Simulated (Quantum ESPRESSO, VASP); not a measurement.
# Fitting the PBE energy curve of Ca3Lu

```
Lu Ca
1.0
     5.36177    0.00000    0.00000
     0.00000    5.36177    0.00000
     0.00000    0.00000    5.36177
Lu Ca
1 3
Cartesian
  2.6809 2.6809 2.6809
  0.0000 0.0000 2.6809
  0.0000 2.6809 0.0000
  2.6809 0.0000 0.0000
```

The cell comes from a database or a generator and needn't be the stable form of this composition.

The cell was scaled at fixed shape and fractions and run with Quantum ESPRESSO, SSSP 1.3 efficiency PBE, cutoff 748 eV; PBE, k mesh 5 × 5 × 5 on the cell of 4 atoms, fermi-dirac occupations of 0.05 eV, no spin polarisation, no spin-orbit coupling. Energies are those that the program minimises, any entropy of the smearing included. For a metal such a mesh isn't converged to the digits shown.

```tsv
V (Å³/atom)	energy over the lowest row (meV/atom)
36.2238	10.254
36.9945	4.373
37.7652	1.021
38.5359	0.000
39.3066	1.142
40.0774	?
40.8481	9.198
```

Q: Fit the third-order Birch-Murnaghan form, give V0, B0 and B′, and predict the energy left open.

A: With y = (V0/V)^(2/3), E = E0 + (9 V0 B0/16) [(y - 1)³ B′ + (y - 1)² (6 - 4y)]. Least squares through the rows shown give V0 = 38.5043 Å³/atom, E0 = 0.003 meV, B0 = 22.40 GPa (1 eV/Å³ = 160.218 GPa) and B′ = 3.09, with a largest miss of 0.005 meV. At V = 40.0774 the form with these constants gives 4.256 meV; the run gave 4.256 meV an atom. Other set-ups at this level, from all their volumes (Å³/atom, GPa): VASP, PBE PAW files Ca_sv, Lu, 520 eV: V0 38.607, B0 22.36.
